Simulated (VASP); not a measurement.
# Ga3BiO4 (I4/mmm) in VASP: relaxation of cell and atoms with PBE

Aim: the relaxation of cell and atoms of Ga3BiO4 with PBE.

All numbers are computed with VASP 6.6.1; they aren't measurements. Logs are shortened: lines on timing, memory, paths and dates and some standing lists are left out, and cuts for length are marked.

## (1) The structure

Symmetry: I4/mmm, No. 139, tetragonal system. The conventional cell has a = 6.875 Å, b = 6.875 Å, c = 6.332 Å, α = 90.00°, β = 90.00°, γ = 90.00°. Ga (site symmetry mmm) has 2 O at 2.05 Å as nearest neighbours. Ga (site symmetry 4/mmm) is surrounded by 4 O at 1.39 Å. Around Bi (site symmetry 4/mmm) lie 6 Ga at 3.17 to 3.44 Å and 8 O at 3.46 Å. O (site symmetry m2m) has 1 Ga at 1.39 Å as nearest neighbours.

The cell was built by a generator and needn't be a form met in nature.

## (2) Relaxation of cell and atoms, PBE

The input, INCAR:

```
SYSTEM = Ga3BiO4
PREC = Normal
ENCUT = 520
EDIFF = 1E-4
ISMEAR = 0
SIGMA = 0.15
LREAL = .FALSE.
LASPH = .TRUE.
NELM = 60
ALGO = Fast
ISIF = 3
LWAVE = .FALSE.
LCHARG = .FALSE.
GGA = PE
IBRION = 2
NSW = 24
EDIFFG = -0.08
```

The input, KPOINTS:

```
regular mesh
0
G
  3 3 3
  0 0 0
```

The input, POSCAR:

```
Ga3BiO4
1.0
   -3.4374580200      3.4374580200      3.1661444900
    3.4374580200     -3.4374580200      3.1661444900
    3.4374580200      3.4374580200     -3.1661444900
Ga Bi O
3 1 4
Direct
    0.5000000000      0.0000000000      0.5000000000
    0.0000000000      0.5000000000      0.5000000000
    0.0000000000      0.0000000000      0.0000000000
    0.5000000000      0.5000000000      0.0000000000
    0.0000000000      0.2015738400      0.2015738400
    0.0000000000      0.7984261600      0.7984261600
    0.2015738400      0.0000000000      0.2015738400
    0.7984261600      0.0000000000      0.7984261600
```

Potentials or basis: VASP PAW PBE potentials, release 64 (Ga_d, Bi_d, O).

On the command line:

```
> cat potpaw_PBE.64/Ga_d/POTCAR potpaw_PBE.64/Bi_d/POTCAR potpaw_PBE.64/O/POTCAR > POTCAR
> mpirun -np 1 vasp_std > vasp.out
```

OUTCAR:

```text
SYSTEM = Ga3BiO4
   PREC = Normal
   ENCUT = 520
   EDIFF = 1E-4
   ISMEAR = 0
   LREAL = .FALSE.
   LASPH = .TRUE.
   NELM = 60
   ISIF = 3
   GGA = PE
   IBRION = 2
   NSW = 24
   EDIFFG = -0.08

 ion  position               nearest neighbor table
   1  0.500  0.000  0.500-   7 2.05   8 2.05
   2  0.000  0.500  0.500-   5 2.05   6 2.05
   3  0.000  0.000  0.000-   5 1.39   6 1.39   7 1.39   8 1.39   4 3.17   4 3.17
   4  0.500  0.500  0.000-   3 3.17   3 3.17
   5  0.000  0.202  0.202-   3 1.39   7 1.96   8 1.96   2 2.05
   6  0.000  0.798  0.798-   3 1.39   7 1.96   8 1.96   2 2.05
   7  0.202  0.000  0.202-   3 1.39   5 1.96   6 1.96   1 2.05
   8  0.798  0.000  0.798-   3 1.39   5 1.96   6 1.96   1 2.05

  LATTYP: Found a body centered tetragonal cell.
 ALAT       =     6.8749160400
 C/A-ratio  =     0.9210714637

  Lattice vectors:

 A1 = (  -3.4374580200,   3.4374580200,   3.1661444900)
 A2 = (   3.4374580200,  -3.4374580200,   3.1661444900)
 A3 = (   3.4374580200,   3.4374580200,  -3.1661444900)

Analysis of symmetry for initial positions (statically):
=====================================================================
 Subroutine PRICEL returns:
 Original cell was already a primitive cell.

 Routine SETGRP: Setting up the symmetry group for a
 body centered tetragonal supercell.

 Subroutine GETGRP returns: Found 16 space group operations
 (whereof 16 operations were pure point group operations)
 out of a pool of 16 trial point group operations.

The static configuration has the point symmetry D_4h.

Analysis of symmetry for dynamics (positions and initial velocities):
=====================================================================
 Subroutine PRICEL returns:
 Original cell was already a primitive cell.

 Routine SETGRP: Setting up the symmetry group for a
 body centered tetragonal supercell.

 Subroutine GETGRP returns: Found 16 space group operations
 (whereof 16 operations were pure point group operations)
 out of a pool of 16 trial point group operations.

The dynamic configuration has the point symmetry D_4h.

 Subroutine INISYM returns: Found 16 space group operations
 (whereof 16 operations are pure point group operations),
 and found     1 'primitive' translations

----------------------------------------------------------------------------------------

                                     Primitive cell

  volume of cell :     149.6461

  direct lattice vectors                    reciprocal lattice vectors
    -3.437458020  3.437458020  3.166144490     0.000000000  0.145456322  0.157920778
     3.437458020 -3.437458020  3.166144490     0.145456322  0.000000000  0.157920778
     3.437458020  3.437458020 -3.166144490     0.145456322  0.145456322  0.000000000

  length of vectors
     5.801440012  5.801440012  5.801440012     0.214700986  0.214700986  0.205706303

  position of ions in fractional coordinates (direct lattice)
     0.500000000  0.000000000  0.500000000
     0.000000000  0.500000000  0.500000000
     0.000000000  0.000000000  0.000000000
     0.500000000  0.500000000  0.000000000
     0.000000000  0.201573840  0.201573840
     0.000000000  0.798426160  0.798426160
     0.201573840  0.000000000  0.201573840
     0.798426160  0.000000000  0.798426160

  ion indices of the primitive-cell ions
   primitive index   ion index
                 1           1
                 2           2
                 3           3
                 4           4
                 5           5
                 6           6
                 7           7
                 8           8

----------------------------------------------------------------------------------------

 KPOINTS: regular mesh

Automatic generation of k-mesh.
 Grid dimensions read from file:
 generate k-points for:    3    3    3

 Generating k-lattice:

  Cartesian coordinates                     Fractional coordinates (reciprocal lattice)
     0.000000000  0.048485441  0.052640259     0.333333333  0.000000000  0.000000000
     0.048485441  0.000000000  0.052640259     0.000000000  0.333333333  0.000000000
     0.048485441  0.048485441  0.000000000     0.000000000  0.000000000  0.333333333

  Length of vectors
     0.071566995  0.071566995  0.068568768

  Shift w.r.t. Gamma in fractional coordinates (k-lattice)
     0.000000000  0.000000000  0.000000000

 Subroutine IBZKPT returns following result:
 ===========================================

 Found      6 irreducible k-points:

 Following reciprocal coordinates:
            Coordinates               Weight
  0.000000  0.000000  0.000000      1.000000
  0.333333 -0.000000  0.000000      8.000000
  0.333333  0.333333  0.000000      8.000000
 -0.333333  0.333333  0.000000      4.000000
 -0.333333  0.333333  0.333333      4.000000
 -0.333333 -0.333333  0.333333      2.000000
   k-points           NKPTS =      6   k-points in BZ     NKDIM =      6   number of bands    NBANDS=     46
   number of dos      NEDOS =    301   number of ions     NIONS =      8
   total plane-waves  NPLWV =  32768
   dimension x,y,z NGX =    32 NGY =   32 NGZ =   32
   dimension x,y,z NGXF=    64 NGYF=   64 NGZF=   64
   ions per type =               3   1   4
   NGX,Y,Z   is equivalent  to a cutoff of   9.17,  9.17,  9.17 a.u.
   NGXF,Y,Z  is equivalent  to a cutoff of  18.34, 18.34, 18.34 a.u.
 SYSTEM =  Ga3BiO4
   PREC   = normal    normal or accurate (medium, high low for compatibility)
   ISTART =      0    job   : 0-new  1-cont  2-samecut
   ICHARG =      2    charge: 1-file 2-atom 10-const
   ISPIN  =      1    spin polarized calculation?
   LNONCOLLINEAR =      F non collinear calculations
   LSORBIT =      F    spin-orbit coupling
   LASPH  =      T    aspherical Exc in radial PAW
   ENCUT  =  520.0 eV  38.22 Ry    6.18 a.u.  10.79 10.79 10.79*2*pi/ulx,y,z
   NELM   =     60;   NELMIN=  2; NELMDL= -5     # of ELM steps
   EDIFF  = 0.1E-03   stopping-criterion for ELM
   LREAL  =      F    real-space projection
   EDIFFG = -.8E-01   stopping-criterion for IOM
   NSW    =     24    number of steps for IOM
   IBRION =      2    ionic relax: 0-MD 1-quasi-New 2-CG
   NFREE  =      1    steps in history (QN), initial steepest desc. (CG)
   ISIF   =      3    stress and relaxation
   ISYM   =      2    0-nonsym 1-usesym 2-fastsym
   POTIM  = 0.5000    time-step for ionic-motion
   TEBEG  =    0.0;   TEEND  =   0.0 temperature during run
   PSTRESS=    0.0 pullay stress
   NELECT =      78.0000    total number of electrons
   NUPDOWN=      -1.0000    fix difference up-down
   EMIN   =  10.00;   EMAX   =-10.00  energy-range for DOS
   EFERMI =   0.00;   METHOD = LEGACY
   ISMEAR =     0;   SIGMA  =   0.15  broadening in eV -4-tet -1-fermi 0-gaus
   EFERMI_NEDOS =   21; number of points for ismear=-14 and -15
   IALGO  =     68    algorithm
   IMIX   =      4    mixing-type and parameters
     AMIX     =   0.40;   BMIX     =  1.00
     AMIX_MAG =   1.60;   BMIX_MAG =  1.00
  volume/ion in A,a.u.               =      18.71       126.23
  Fermi-wavevector in a.u.,A,eV,Ry     =   1.317502  2.489717 23.617139  1.735811
  Thomas-Fermi vector in A             =   2.447538
   LORBIT       =      0    0 simple, 1 ext, 2 COOP (PROOUT), +10 PAW based schemes
   GGA     = PE    functional components
   LHFCALC =     F    Hartree Fock is set to
   AEXX    =    0.0000 exact exchange contribution
   IVDW    =     0    specifies the selected vdW correction
   LEPSILON=     F    determine dielectric tensor
   LRPA    =     F    only Hartree local field effects (RPA)
 conjugate gradient relaxation of ions
 non-spin polarized calculation
 RMM-DIIS sequential band-by-band and
 Gauss-broadening in eV      SIGMA  =   0.15
  energy-cutoff  :      520.00
  volume of cell :      149.65
 maximum number of plane-waves:      4044
   NGX = 21   NGY = 21   NGZ = 21

--------------------------------------- Ionic step        1  -------------------------------------------

 number of electron      78.0000038 magnetization

 Free energy of the ion-electron system (eV)
  ---------------------------------------------------
  ext. energy  EPLUGINS =         0.00000000
  ---------------------------------------------------
  free energy    TOTEN  =       -14.17071396 eV

  energy without entropy =      -14.08168965  energy(sigma->0) =      -14.12620181

------------------------ aborting loop because EDIFF is reached ----------------------------------------

  FORCE on cell =-STRESS in cart. coord.  units (eV):
  Direction    XX          YY          ZZ          XY          YZ          ZX
  --------------------------------------------------------------------------------------
  -------------------------------------------------------------------------------------
  Total       79.0186037     79.0186037      3.8849520      0.0000000      0.0000000      0.0000000
  in kB      846.0078757    846.0078757     41.5940026      0.0000000      0.0000000      0.0000000
  external PRESSURE =     577.8699180 kB  Pullay stress =       0.0000000 kB
[... 29 lines left out ...]
--------------------------------------- Ionic step        2  -------------------------------------------

 number of electron      78.0000715 magnetization

------------------------ aborting loop EDIFF was not reached (unconverged)  ----------------------------

  FORCE on cell =-STRESS in cart. coord.  units (eV):
  Direction    XX          YY          ZZ          XY          YZ          ZX
  --------------------------------------------------------------------------------------
  -------------------------------------------------------------------------------------
  Total     1207.5012981   1207.5012981     40.6045870      0.0000000      0.0000000      0.0000000
  in kB     5794.3365361   5794.3365361    194.8458707      0.0000000      0.0000000      0.0000000
  external PRESSURE =    3927.8396476 kB  Pullay stress =       0.0000000 kB
[... 331 lines left out ...]
     45      70.7227      0.00000
     46     130.9936      0.00000

------------------------ aborting loop EDIFF was not reached (unconverged)  ----------------------------

  FORCE on cell =-STRESS in cart. coord.  units (eV):
  Direction    XX          YY          ZZ          XY          YZ          ZX
  --------------------------------------------------------------------------------------
  -------------------------------------------------------------------------------------
  Total      177.1135014    177.1135014     23.6817469      0.0000000     -0.0000000     -0.0000000
  in kB     1778.6876127   1778.6876127    237.8273223      0.0000000     -0.0000000     -0.0000000
  external PRESSURE =    1265.0675159 kB  Pullay stress =       0.0000000 kB
[... 327 lines left out ...]
     45      17.8223      0.00000
     46      18.7914      0.00000

[... ionic steps 4 to 16 ...]

--------------------------------------- Ionic step       17  -------------------------------------------

 number of electron      77.9999729 magnetization

------------------------ aborting loop because EDIFF is reached ----------------------------------------
[... 79 lines left out ...]
--------------------------------------- Ionic step       19  -------------------------------------------

 number of electron      77.9999741 magnetization

 Free energy of the ion-electron system (eV)
  ---------------------------------------------------
  ext. energy  EPLUGINS =         0.00000000
  ---------------------------------------------------
  free energy    TOTEN  =       -36.62273949 eV

  energy without entropy =      -36.49554270  energy(sigma->0) =      -36.55914110

 E-fermi :   2.1831     XC(G=0):  -8.8910

 val. band max:        2.1458191963   @ k =  -0.3333   0.3333   0.0000
 cond. band min:       2.2058777068   @ k =   0.3333  -0.0000   0.0000
 fundamental gap:      0.0600585105
 Fermi energy:         2.1831158766
[... 327 lines left out ...]
  FREE ENERGIE OF THE ION-ELECTRON SYSTEM (eV)
  ---------------------------------------------------
  free  energy   TOTEN  =       -36.6227394913 eV

  energy  without entropy=      -36.4955426998  energy(sigma->0) =      -36.55914110

 reached required accuracy - stopping structural energy minimisation
```

Wall time 5.8 min (1 thread of Intel Xeon 6975P-C (Granite Rapids), shared host); peak memory 0.22 GiB.

What came out:

* Free energy: -36.6227 eV
* Relaxed volume: 20.55 Å³/atom
* Relaxed cell: a = 6.006 Å, b = 6.006 Å, c = 6.006 Å, α = 105.71°, β = 105.71°, γ = 117.29°
* Space group after relaxing (to 0.05 Å): I4/mmm (No. 139)
* Energy gained by relaxing: 2806.5 meV/atom
* Ionic steps: 19
* Pressure after relaxing: -0.1 GPa
* Largest force after relaxing: 0.023 eV/Å
* Band gap on the k mesh: none (metal or under the smearing width)

Forces in eV/Å, atoms in the order of the input:
```
Ga   0.000  0.000  0.000
Ga   0.000  0.000  0.000
Ga   0.000  0.000  0.000
Bi   0.000  0.000  0.000
O    0.023  0.000  0.000
O   -0.023  0.000  0.000
O    0.000  0.023  0.000
O    0.000 -0.023  0.000
```

The path:
```
step  energy change (eV)  largest force (eV/Å)  pressure (GPa)  volume (Å³)
   1              0.0000               31.6247           57.79       149.65
   2            605.5753              805.5031          392.78       333.88
   3           1789.3649               32.6669          126.51       159.54
   4            -16.6295                2.7789           -8.56       256.04
   5            -17.2865                2.5087           -5.96       255.93
   6            -17.9758                3.0925           -4.43       243.78
   7            -19.3682                6.0033            3.38       201.49
   8            -19.4778                8.3281            8.73       179.85
   9            -19.4577                7.3530            6.28       188.76
  10            -20.5941                5.5104            3.64       182.36
  11            -22.4029                0.9189            1.18       163.95
  12            -22.4221                0.0588            1.93       160.97
  13            -22.4280                0.3562            1.51       161.94
  14            -22.4398                0.3644            0.81       163.28
  15            -22.4425                0.3634            0.64       163.87
  16            -22.4437                0.3583           -0.05       165.03
  17            -22.4439                0.3582            0.21       164.63
  18            -22.4489                0.2125            0.10       164.56
  19            -22.4520                0.0228           -0.09       164.43
```

Final structure:
```xyz
8
Lattice="-3.6268 3.6268 3.1253 3.6268 -3.6268 3.1253 3.6268 3.6268 -3.1253" Properties=species:S:1:pos:R:3 pbc="T T T"
Ga    0.0000    3.6268    0.0000
Ga    3.6268    0.0000    0.0000
Ga    0.0000    0.0000    0.0000
Bi    0.0000    0.0000    3.1253
O     1.9197    0.0000    0.0000
O     5.3338    0.0000    0.0000
O     0.0000    1.9197    0.0000
O     0.0000    5.3338    0.0000
```

Caveat: the k mesh is coarse (spacing up to 0.45 Å⁻¹), so the values aren't converged; spin-orbit coupling is left out, which moves the levels of the heavy elements; the relaxation stopped at a loose force limit of 0.08 eV/Å, so its end isn't a converged minimum.
